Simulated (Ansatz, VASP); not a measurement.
## One calculation of Cd3Os, two programs

File INCAR:

```
PREC     = Accurate       # precision mode
ENCUT    = 600            # plane-wave cutoff, eV
EDIFF    = 1E-6           # SCF threshold, eV
ISMEAR   = 0              # smearing method
SIGMA    = 0.1            # smearing width, eV
LREAL    = F              # projectors in reciprocal space
LASPH    = T              # aspherical terms in the spheres
NELM     = 60             # most SCF steps
ALGO     = Normal         # electronic algorithm
ISIF     = 3              # what is computed and relaxed
LWAVE    = F              # write WAVECAR
LCHARG   = F              # write CHGCAR
GGA      = PE             # functional
IBRION   = 2              # ionic algorithm
NSW      = 90             # ionic steps
EDIFFG   = -0.04          # ionic threshold
```

File KPOINTS:

```
regular mesh
0
Gamma
  4 4 4
```

The input POSCAR:

```
Cd3Os
1.0
    4.3001274400      0.0000000000      0.0000000000
    0.0000000000      4.3001274400      0.0000000000
    0.0000000000      0.0000000000      4.3001274400
Cd Os
3 1
Direct
    0.0000000000      0.5000000000      0.5000000000
    0.5000000000      0.0000000000      0.5000000000
    0.5000000000      0.5000000000      0.0000000000
    0.0000000000      0.0000000000      0.0000000000
```

Input for Ansatz:

```yaml
crystal:
  lattice:
    - [4.30012744, 0.0, 0.0]
    - [0.0, 4.30012744, 0.0]
    - [0.0, 0.0, 4.30012744]
  atoms:
    - { symbol: Cd, position: [0.0, 0.5, 0.5] }
    - { symbol: Cd, position: [0.5, 0.0, 0.5] }
    - { symbol: Cd, position: [0.5, 0.5, 0.0] }
    - { symbol: Os, position: [0.0, 0.0, 0.0] }
basis:
  ecutwfc: 420
kpoints:
  mp_grid: { grid: [4, 4, 4] }
hamiltonian:
  xc: pbe
scf:
  occupations: { method: gaussian, width: 0.1 }
  lower_state_search: "off"
output:
  forces: true
  stress: true
  eigenvalues: true
relax:
  adjacent_minimum: "off"
  f_tol: 0.04
  max_steps: 70
  cell: { stress_tol: 0.4 }
```

Change from the starting cell: species swapped into the HoPt3 type (Pm-3m, No. 221).

Alike in both runs: task relaxation of cell and atoms; functional PBE; k mesh 4 × 4 × 4; occupations gaussian, width 0.1 eV; no spin polarisation.

|  | VASP | Ansatz |
| --- | --- | --- |
| version | VASP 6.6.1 | Ansatz 0.2.0 |
| potentials or method | VASP PAW PBE potentials, release 64 (Cd, Os) | scalar-relativistic, plane waves, PAW |
| plane-wave cutoff (eV) | 600 | 420 |
| valence electrons in the cell | 44 | 76 |

```tsv
	VASP	Ansatz	Ansatz less VASP
gap on the k mesh at the Fermi level, each at its own relaxed structure (eV)	none	none	-
relaxed volume (Å³/atom)	18.49	18.41	-0.086
relaxed cell length with the largest relative difference (Å)	4.198	4.191	-0.0065
energy change over the relaxation (meV/atom)	-31	-36	-4.9
```

A gap of «none» marks a metal or a gap that the smearing closes. The two sets of potentials don't hold the same shells in valence.

Caveats: the k mesh is coarse (spacing up to 0.37 Å⁻¹), so the values aren't converged. The runs have no spin-orbit coupling, so splittings on Os are missing.
